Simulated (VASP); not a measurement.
Here is the system:

```xyz
4
Lattice="3.8229 0.0000 0.0000 0.0000 3.8229 0.0000 0.0000 0.0000 4.6901" Properties=species:S:1:pos:R:3 pbc="T T T"
Sn     1.9115     0.0000     3.5332
Sn     0.0000     1.9115     1.1569
O      1.9115     1.9115     0.0000
O      0.0000     0.0000     0.0000
```

Computed with vdW-DF-cx, VASP's PBE PAW potentials (set 64) (plane waves; VASP 6.6.1). Numerical set-up: 520 eV cut-off, Gaussian smearing of 0.050 eV, potentials Sn_d O.

Unless said otherwise, spin-orbit coupling is left out, though it shifts the bands of the heavy elements here.

Predict the band gap (along the path) with the smallest direct gap where there is one.

```
Quantity                                                      Value
-------------------------  ----------------------------------------
band gap (along the path)  none (metal, semimetal or under 0.01 eV)
```

The compound is SnO in the litharge structure. It was relaxed first.
